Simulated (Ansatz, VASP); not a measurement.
# Ni3Ge: VASP beside Ansatz

Aim: how closely do two programs agree when they are given the same cell, functional and k mesh?

Program: Ansatz 0.2.0. Level of theory: plane waves, with VASP 6.6.1 beside it; single point at PBEsol. Results are calculated unless marked as measured.

### 1. The starting structure

The structure is cubic, space group Pm-3m (No. 221). Conventional cell: a = 3.530 Å, b = 3.530 Å, c = 3.530 Å, α = 90.00°, β = 90.00°, γ = 90.00°. Nearest to Ge lie 12 Ni at 2.50 Å. Nearest to Ni lie 4 Ge at 2.50 Å and 8 Ni at 2.50 Å. Farther neighbours are not listed.

### 2. VASP: single point, PBEsol

A single point gives forces, pressure and levels at one fixed geometry, so differences don't come from the geometry; what else differs is listed under the comparison.

Lines of VASP's logs that name or quote its potential files are left out, and so is its time.

Contents of INCAR:

```
SYSTEM = Ni3Ge
PREC = Accurate
ENCUT = 380
EDIFF = 1E-06
NELM = 150
ISMEAR = 1
SIGMA = 0.1
LREAL = .FALSE.
ALGO = Normal
GGA = PS
NBANDS = 33
ISPIN = 2
MAGMOM = 0 1 1 1
LASPH = .TRUE.
LMAXMIX = 4
LORBIT = 11
LWAVE = .FALSE.
LCHARG = .TRUE.
KPAR = 2
AMIX = 0.2
BMIX = 1E-04
AMIX_MAG = 0.8
BMIX_MAG = 1E-04
```

Contents of POSCAR:

```
Ni3Ge
1.0
    3.5303341067      0.0000000000      0.0000000000
    0.0000000000      3.5303341067      0.0000000000
    0.0000000000      0.0000000000      3.5303341067
Ge Ni
1 3
Direct
    0.0000000000      0.0000000000      0.0000000000
    0.5000000000      0.5000000000      0.0000000000
    0.0000000000      0.5000000000      0.5000000000
    0.5000000000      0.0000000000      0.5000000000
```

Contents of KPOINTS:

```
Automatic mesh
0
Gamma
5 5 5
0 0 0
```

Potentials, in the order of the species: Ge_d and Ni (PBE family, release 64).

On the command line:

```bash
mpirun -np 2 vasp_std
```

Numbers of over 12 decimals in the logs are rounded to 6 here.

The log of the run:

```text
[banner, memory and clock lines left out]
running    2 mpi-ranks, on    1 nodes
 distrk:  each k-point on    1 cores,    2 groups
 distr:  one band on    1 cores,    1 groups

 POSCAR found type information on POSCAR GeNi
 POSCAR found :  2 types and       4 ions
|                                                                             |
|               ----> ADVICE to this user running VASP <----                  |
|                                                                             |
|     You enforced a specific xc type in the INCAR file but a different       |
|     [... a line on the potential file left out ...]
|     I HOPE YOU KNOW WHAT YOU ARE DOING!                                     |
|                                                                             |

 LDA part: xc-table for (Slater+PW92), standard interpolation
 POSCAR, INCAR and KPOINTS ok, starting setup
 FFT: planning ... GRIDC
 FFT: planning ... GRID_SOFT
 FFT: planning ... GRID
 WAVECAR not read
 entering main loop
       N       E                     dE             d eps       ncg     rms          rms(c)
DAV:   1     0.270529540762E+03    0.27053E+03   -0.15433E+04  1536   0.251E+03
DAV:   2     0.687690806566E+01   -0.26365E+03   -0.24693E+03  1320   0.434E+02
DAV:   3    -0.270285621690E+02   -0.33905E+02   -0.33046E+02  1413   0.136E+02
DAV:   4    -0.280045429888E+02   -0.97598E+00   -0.97453E+00  1494   0.271E+01
DAV:   5    -0.280242705386E+02   -0.19728E-01   -0.19725E-01  1800   0.328E+00    0.196E+01
DAV:   6    -0.248704172774E+02    0.31539E+01   -0.79682E+00  1517   0.414E+01    0.859E+00
DAV:   7    -0.248663931677E+02    0.40241E-02   -0.47911E-01  1606   0.851E+00    0.599E+00
DAV:   8    -0.247623122671E+02    0.10408E+00   -0.20467E-01  1867   0.600E+00    0.259E+00
DAV:   9    -0.247512844957E+02    0.11028E-01   -0.37758E-02  1541   0.187E+00    0.117E+00
DAV:  10    -0.247445405732E+02    0.67439E-02   -0.14846E-02  1528   0.169E+00    0.276E-01
DAV:  11    -0.247449468214E+02   -0.40625E-03   -0.12090E-03  1864   0.426E-01    0.144E-01
DAV:  12    -0.247451624561E+02   -0.21563E-03   -0.39297E-04  1862   0.191E-01    0.912E-02
DAV:  13    -0.247452693220E+02   -0.10687E-03   -0.41643E-04  1618   0.261E-01    0.372E-02
DAV:  14    -0.247452872638E+02   -0.17942E-04   -0.47755E-05  1711   0.676E-02    0.151E-02
DAV:  15    -0.247452917074E+02   -0.44436E-05   -0.45903E-06  1342   0.219E-02    0.713E-03
DAV:  16    -0.247452924022E+02   -0.69480E-06   -0.20790E-06   776   0.183E-02
   1 F= -.24745292E+02 E0= -.24744756E+02  d E =-.160950E-02  mag=    -0.0015
```

Parts of OUTCAR (step 2):

```text
ion  position               nearest neighbor table
   1  0.000  0.000  0.000-   2 2.50   3 2.50   4 2.50   3 2.50   4 2.50   2 2.50   3 2.50   3 2.50
                             2 2.50   4 2.50   4 2.50   2 2.50
   2  0.500  0.500  0.000-   1 2.50   3 2.50   4 2.50   3 2.50   4 2.50   1 2.50   4 2.50   4 2.50
                             1 2.50   3 2.50   3 2.50   1 2.50
   3  0.000  0.500  0.500-   1 2.50   2 2.50   4 2.50   1 2.50   2 2.50   1 2.50   4 2.50   1 2.50
                             2 2.50   4 2.50   2 2.50   4 2.50
   4  0.500  0.000  0.500-   1 2.50   2 2.50   3 2.50   1 2.50   2 2.50   2 2.50   3 2.50   2 2.50
                             1 2.50   3 2.50   1 2.50   3 2.50

  LATTYP: Found a simple cubic cell.
 ALAT       =     3.5303341067

 Subroutine GETGRP returns: Found 48 space group operations
 (whereof 48 operations were pure point group operations)

The static configuration has the point symmetry O_h .

 Found     10 irreducible k-points:

   k-points           NKPTS =     10   k-points in BZ     NKDIM =     10   number of bands    NBANDS=     33

   dimension x,y,z NGX =    24 NGY =   24 NGZ =   24
   dimension x,y,z NGXF=    48 NGYF=   48 NGZF=   48

   ENCUT  =  380.0 eV  27.93 Ry    5.28 a.u.   5.61  5.61  5.61*2*pi/ulx,y,z

   NELECT =      44.0000    total number of electrons

 k-points in reciprocal lattice and weights: Automatic mesh
   0.00000000  0.00000000  0.00000000       0.008
   0.20000000  0.00000000  0.00000000       0.048
   0.40000000  0.00000000  0.00000000       0.048
   0.20000000  0.20000000  0.00000000       0.096
   0.40000000  0.20000000  0.00000000       0.192
   0.40000000  0.40000000  0.00000000       0.096
   0.20000000  0.20000000  0.20000000       0.064
   0.40000000  0.20000000  0.20000000       0.192
   0.40000000  0.40000000  0.20000000       0.192
   0.40000000  0.40000000  0.40000000       0.064

 average (electrostatic) potential at core
       1 -68.7591       2 -80.8218       3 -80.8218       4 -80.8218

 E-fermi :  10.1400

 spin component 1
 k-point     1 :       0.0000    0.0000    0.0000
  band No.  band energies     occupation
    ...
     17       9.2298      1.00000
     18       9.2298      1.00000
     19       9.5900      1.00000
     20       9.5900      1.00000
     21       9.9030      1.00203
     22      10.1981      0.08844
     23      10.1981      0.08844
     24      10.1981      0.08844
     25      14.1520      0.00000
     26      17.0829      0.00000
    ...

 k-point     2 :       0.2000    0.0000    0.0000
  band No.  band energies     occupation
    ...
     17       9.3780      1.00000
     18       9.3780      1.00000
     19       9.4673      1.00000
     20       9.5758      1.00000
     21       9.7258      1.00000
     22      10.1985      0.08647
     23      11.1484     -0.00000
     24      11.1484     -0.00000
     25      14.8635      0.00000
     26      17.0619      0.00000
    ...

 k-point     3 :       0.4000    0.0000    0.0000
  band No.  band energies     occupation
    ...
     17       8.9727      1.00000
     18       8.9727      1.00000
     19       9.0294      1.00000
     20       9.1801      1.00000
     21       9.6398      1.00000
     22      10.1993      0.08291
     23      13.1789      0.00000
     24      13.1789      0.00000
     25      14.9027      0.00000
     26      16.7069      0.00000
    ...

 k-point     4 :       0.2000    0.2000    0.0000
  band No.  band energies     occupation
    ...
     18       9.2639      1.00000
     19       9.3850      1.00000
     20       9.5355      1.00000
     21       9.6581      1.00000
     22       9.9728      1.01979
     23      10.7123     -0.00000
     24      12.0075     -0.00000
     25      15.7453      0.00000
     26      16.2897      0.00000
     27      18.7205      0.00000
    ...

 k-point     5 :       0.4000    0.2000    0.0000
  band No.  band energies     occupation
    ...
     18       8.9933      1.00000
     19       9.1221      1.00000
     20       9.4110      1.00000
     21       9.4844      1.00000
     22       9.8681      1.00041
     23      11.4750     -0.00000
     24      13.6685      0.00000
     25      13.7785      0.00000
     26      15.9535      0.00000
     27      17.3786      0.00000
    ...

 k-point     6 :       0.4000    0.4000    0.0000
  band No.  band energies     occupation
    ...
     18       8.8972      1.00000
     19       9.0515      1.00000
     20       9.1270      1.00000
     21       9.3810      1.00000
     22       9.4070      1.00000
     23      10.8130     -0.00000
     24      11.4066     -0.00000
     25      15.1571      0.00000
     26      16.4473      0.00000
     27      18.7686      0.00000
    ...

  Total       -0.4131674     -0.4131674     -0.4131674     -0.0000000      0.0000000     -0.0000000
  in kB      -15.0448982    -15.0448982    -15.0448982     -0.0000000      0.0000000     -0.0000000
  external PRESSURE =     -15.0448982 kB  Pullay stress =       0.0000000 kB

  energy-cutoff  :      380.00
  volume of cell :       44.00
      direct lattice vectors                 reciprocal lattice vectors
     3.530334107  0.000000000  0.000000000     0.283259309  0.000000000  0.000000000
     0.000000000  3.530334107  0.000000000     0.000000000  0.283259309  0.000000000
     0.000000000  0.000000000  3.530334107     0.000000000  0.000000000  0.283259309

 POSITION                                       TOTAL-FORCE (eV/Angst)
 -----------------------------------------------------------------------------------
      0.00000      0.00000      0.00000         0.000000      0.000000      0.000000
      1.76517      1.76517      0.00000         0.000000      0.000000      0.000000
      0.00000      1.76517      1.76517         0.000000      0.000000      0.000000
      1.76517      0.00000      1.76517         0.000000      0.000000      0.000000
 -----------------------------------------------------------------------------------
    total drift:                                0.000000     -0.000000     -0.000000

  FREE ENERGIE OF THE ION-ELECTRON SYSTEM (eV)
  ---------------------------------------------------
  free  energy   TOTEN  =       -24.7452924022 eV

  energy  without entropy=      -24.7436828974  energy(sigma->0) =      -24.74475590

 total charge
# of ion       s       p       d       tot
------------------------------------------
    1        1.089   1.239  10.144  12.472
    2        0.477   0.550   8.421   9.448
    3        0.477   0.550   8.421   9.448
    4        0.477   0.550   8.421   9.448
--------------------------------------------------
tot          2.520   2.888  35.408  40.816

 magnetization (x)
# of ion       s       p       d       tot
------------------------------------------
    1       -0.000   0.000   0.000   0.000
    2        0.000   0.000  -0.001  -0.000
    3        0.000   0.000  -0.001  -0.000
    4        0.000   0.000  -0.001  -0.000
--------------------------------------------------
tot          0.000   0.000  -0.002  -0.001

[... 6 further parts left out ...]
```

The moments of VASP's start collapse, so its state is non-magnetic.

(Part 1 of 2 ends here.)

[Lines on the potential files, build, host, timing and source positions are cut from VASP's logs without a mark.]

[Logs are printed without paths, hosts, clocks, repeated set-up lines and the standing remarks that a program may print on its own settings, such as how far it seeks lower states.]

[Hosts, paths, dates, database ids (printed as entryN), source tags and the programs' standing remarks are cut or masked in the printed files.]
